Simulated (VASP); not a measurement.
Shape and ions are relaxed at each volume.

Input:

```
CELL_PARAMETERS angstrom
      1.60181    -2.77441     0.00000
      1.60181     2.77441     0.00000
      0.00000     0.00000     5.05458
ATOMIC_POSITIONS crystal
  Hf 0.33333 0.66667 0.25000
  Hf 0.66667 0.33333 0.75000
```

Calculation: PBE GGA, VASP's PBE PAW potentials (set 64) (plane waves; VASP). Numerical set-up: 520 eV cut-off, 13×13×7 Γ-centred mesh, first-order Methfessel-Paxton smearing of 0.10 eV, potentials Hf_pv.

**Question.** Give the energy at these volumes per atom, relative to the lowest: 21.11, 21.78, 22.46, 23.13, 23.80 Å³.

**Answer.** 30.3, 7.3, 0.0, 6.5, 25.2 meV/atom. A third-order Birch-Murnaghan fit gives B0 = 109 GPa and B0′ = 3.3.

Measured: bulk modulus 110 GPa at 0 K (computed value off by -0.4 %), as given by Vázquez-Parga, Fernández-Martínez, Viñes, J. Chem. Theory Comput. (2023), doi:10.1021/acs.jctc.3c00612, Supporting … [zero-point energy and finite temperature contributions removed].

The compound is Hf in the hcp structure. It was relaxed first.
